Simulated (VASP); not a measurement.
Consider the following.

```yaml
crystal:
  lattice:
    - [2.77039, 1.59948, 4.75195]
    - [-2.77039, 1.59948, 4.75195]
    - [0.00000, -3.19897, 4.75195]
  atoms:
    - { symbol: Dy, position: [0.29515, 0.29515, 0.29515] }
    - { symbol: Dy, position: [0.79515, 0.79515, 0.79515] }
    - { symbol: Sc, position: [0.01480, 0.01480, 0.01480] }
    - { symbol: Sc, position: [0.51480, 0.51480, 0.51480] }
    - { symbol: O, position: [0.72303, 0.14025, 0.37706] }
    - { symbol: O, position: [0.37706, 0.72303, 0.14025] }
    - { symbol: O, position: [0.14025, 0.37706, 0.72303] }
    - { symbol: O, position: [0.87706, 0.64025, 0.22303] }
    - { symbol: O, position: [0.22303, 0.87706, 0.64025] }
    - { symbol: O, position: [0.64025, 0.22303, 0.87706] }
```

Computed with PBEsol GGA, VASP's PBE PAW potentials (set 64) (plane waves; VASP 6.6.1). Numerical set-up: 520 eV cut-off, 6×6×6 Γ-centred mesh, tetrahedra with Blöchl corrections, potentials Dy_3 Sc_sv O.

The 4f electrons are frozen in the core of the lanthanide potential, so 4f levels, which can set the real gap, and their magnetism are missing.

Question: The job: DyScO$_{3}$ (relaxed from the LiNbO3 structure, space group R3c), 10 atoms, PBEsol, static run, 520 eV, 6×6×6 Γ-centred mesh. Roughly how much core time does it take on a busy server core?

Answer: About 3 core-minutes (one run on a shared machine, a rough figure). It had 32 irreducible k-points, 45 bands, up to 3431 plane waves and 17 electronic steps.

The structure was generated: DyScO3 was put into the LiNbO3 type (R3c), which need not be its known phase. It was relaxed first.
